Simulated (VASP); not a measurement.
Wanted: the native input for a VASP 6.6.1 run.

```
Task                   : single point
Functional             : PBE
Dispersion             : D3(BJ)
Potentials or basis    : VASP PAW PBE potentials, release 64 (Al, Cl, H)
Cutoff                 : 520 eV
k mesh                 : 2 × 3 × 1
Occupations            : fermi-dirac, width 0.05 eV
Spin                   : no spin polarisation
Dipole correction      : no
Further INCAR settings : LREAL = Auto; ALGO = Fast; EDIFF = 1e-06; NBANDS = 43
```

The structure of Al16HCl lies in POSCAR:

```
Al16HCl
1.0
    8.1000000000      0.0000000000      0.0000000000
    0.0000000000      5.7275650000      0.0000000000
    0.0000000000      0.0000000000     19.2956740000
Al Cl H
16 1 1
Direct
    0.2500000000      0.2500015277      0.0518250878
    0.7500000000      0.2500015277      0.0518250878
    0.2500000000      0.7500045831      0.0518250878
    0.7500000000      0.7500045831      0.0518250878
    0.0000370370      0.0002444320      0.1081589583
    0.4999506173      0.0000872971      0.1079153804
    0.0000246914      0.4996189480      0.1081071332
    0.4999753086      0.4999855960      0.1078635553
    0.2496790123      0.2499666088      0.1853057841
    0.7502469136      0.2499491494      0.1851606738
    0.2497530864      0.7499522048      0.1854975369
    0.7501851852      0.7499696642      0.1853265141
    0.0000246914      0.0004714045      0.2526265732
    0.5000493827      0.0000174594      0.2523778128
   -0.0001358025      0.4991126246      0.2526058432
    0.5000617284      0.4999681365      0.2523156227
    0.9889506173      0.8101872262      0.4459756109
    0.9146913580      1.0070597191      0.4362739545
```

The cell was built by a generator and needn't be a form met in nature.

One way to write it, as run:

INCAR

```
SYSTEM = Al16HCl
PREC = Accurate
ENCUT = 520
EDIFF = 1E-6
ISMEAR = -1
SIGMA = 0.05
LREAL = Auto
LASPH = .True.
NELM = 100
ALGO = Fast
ISIF = 2
LWAVE = .False.
LCHARG = .False.
GGA = PE
IVDW = 12
NBANDS = 43
```

KPOINTS

```
regular mesh
0
Gamma
  2 3 1
  0 0 0
```

Potentials or basis: VASP PAW PBE potentials, release 64 (Al, Cl, H).

Launch:

```sh
$ cat potpaw_PBE.64/Al/POTCAR potpaw_PBE.64/Cl/POTCAR potpaw_PBE.64/H/POTCAR > POTCAR
$ mpirun -np 1 vasp_std > vasp.out
```

Results of the run:

- Largest force: 0.703 eV/Å
- Band gap on the k mesh: 0.04 eV, direct
- Dispersion energy per atom: -0.191 eV

Run time: 4.2 min on 1 thread of Intel(R) Xeon(R) Platinum 8559C (Emerald Rapids), with other jobs on the host, peak memory 0.79 GiB.
